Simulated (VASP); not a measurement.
Input:

```yaml
crystal:
  lattice:
    - [2.06447, -3.57576, 0.00000]
    - [2.06447, 3.57576, 0.00000]
    - [0.00000, 0.00000, 6.88261]
  atoms:
    - { symbol: Mg, position: [0.00000, 0.00000, 0.00000] }
    - { symbol: I, position: [0.33333, 0.66667, 0.24326] }
    - { symbol: I, position: [0.66667, 0.33333, 0.75674] }
```

These are PBE GGA with D4 dispersion, VASP's PBE PAW potentials (set 64) (plane waves; VASP 6.6.1) values and carry that method's errors. Run with 520 eV cut-off, Gaussian smearing of 0.050 eV, potentials Mg I.

Unless said otherwise, spin-orbit coupling is left out, though it shifts the bands of the heavy elements here.

Question: Estimate the band gap (along the path) with the smallest direct gap where there is one.

Answer: 
| Quantity | Value |
|---|---|
| band gap (along the path) | 3.54 eV |
| smallest direct gap (along the path) | 3.77 eV |

The compound is MgI2 in the 1T layered structure. It was relaxed first.
